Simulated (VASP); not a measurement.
These are LDA (Ceperley-Alder, Perdew-Zunger), VASP's LDA PAW potentials (set 64) (plane waves; VASP 6.6.1) values and carry that method's errors.

VASP input:

### INCAR
```
SYSTEM = V
PREC = Accurate
ENCUT = 500
EDIFF = 1E-6
NELM = 100
ALGO = Normal
LREAL = .FALSE.
LASPH = .TRUE.
ISMEAR = 1
SIGMA = 0.1
LMAXMIX = 4
LWAVE = .FALSE.
LCHARG = .FALSE.
IBRION = 2
ISIF = 3
NSW = 40
EDIFFG = -0.02
PSTRESS = 100
```

File KPOINTS:
```
Automatic mesh
0
Gamma
18 18 18
0 0 0
```

POSCAR:
```
V
1
   -1.4428487820     1.4428487820     1.4428487820
    1.4428487820    -1.4428487820     1.4428487820
    1.4428487820     1.4428487820    -1.4428487820
V
1
Direct
  0.0000000000   0.0000000000   0.0000000000
```

POTCAR, in this order: V_sv (LDA.64 set). Program: vasp_std.

What VASP printed:

### OSZICAR
```
       N       E                     dE             d eps       ncg     rms          rms(c)
DAV:   1     0.821905731639E+02    0.82191E+02   -0.70729E+03  3908   0.140E+03
DAV:   2    -0.976105474860E+01   -0.91952E+02   -0.89942E+02  4000   0.365E+02
DAV:   3    -0.111575950495E+02   -0.13965E+01   -0.13618E+01  4064   0.529E+01
DAV:   4    -0.111656143845E+02   -0.80193E-02   -0.79886E-02  3966   0.429E+00
DAV:   5    -0.111657085741E+02   -0.94190E-04   -0.94189E-04  4048   0.456E-01    0.219E+01
DAV:   6    -0.997279261612E+01    0.11929E+01   -0.44010E+00  3922   0.325E+01    0.343E+00
DAV:   7    -0.994357118011E+01    0.29221E-01   -0.32205E-02  3940   0.230E+00    0.148E+00
DAV:   8    -0.993349414537E+01    0.10077E-01   -0.77238E-03  3912   0.157E+00    0.551E-02
DAV:   9    -0.993349540482E+01   -0.12594E-05   -0.78111E-05  3918   0.161E-01    0.350E-02
DAV:  10    -0.993350763970E+01   -0.12235E-04   -0.39082E-06  3742   0.238E-02    0.234E-03
DAV:  11    -0.993350754486E+01    0.94834E-07   -0.57792E-07  1958   0.118E-02
   1 F= -.91835929E+01 E0= -.91835542E+01  d E =-.918359E+01
```

### OUTCAR
```
------------------------ aborting loop because EDIFF is reached ----------------------------------------
  FORCE on cell =-STRESS in cart. coord.  units (eV):
  Direction    XX          YY          ZZ          XY          YZ          ZX
  --------------------------------------------------------------------------------------
  Total        0.7427360      0.7427360      0.7427360     -0.0000000      0.0000000     -0.0000000
  in kB       99.0427282     99.0427282     99.0427282     -0.0000000      0.0000000     -0.0000000
  external PRESSURE =      -0.9572718 kB  Pullay stress =     100.0000000 kB
  volume of cell :       12.01
      direct lattice vectors                 reciprocal lattice vectors
    -1.442848782  1.442848782  1.442848782     0.000000000  0.346536662  0.346536662
     1.442848782 -1.442848782  1.442848782     0.346536662  0.000000000  0.346536662
     1.442848782  1.442848782 -1.442848782     0.346536662  0.346536662  0.000000000
 POSITION                                       TOTAL-FORCE (eV/Angst)
 -----------------------------------------------------------------------------------
      0.00000      0.00000      0.00000         0.000000      0.000000      0.000000
 -----------------------------------------------------------------------------------
    total drift:                                0.000000      0.000000      0.000000
  FREE ENERGIE OF THE ION-ELECTRON SYSTEM (eV)
  ---------------------------------------------------
  free  energy   TOTEN  =        -9.9335075449 eV

  energy  without entropy=       -9.9333914614  energy(sigma->0) =       -9.93346885
  enthalpy is  TOTEN    =        -9.1835928559 eV   P V=        0.7499146890

 reached required accuracy - stopping structural energy minimisation
```
(Selected blocks of OUTCAR.)

The compound is V in the bcc structure. It was relaxed first under an external pressure of 10 GPa. The run is not spin-polarised, so no magnetic state was tried.
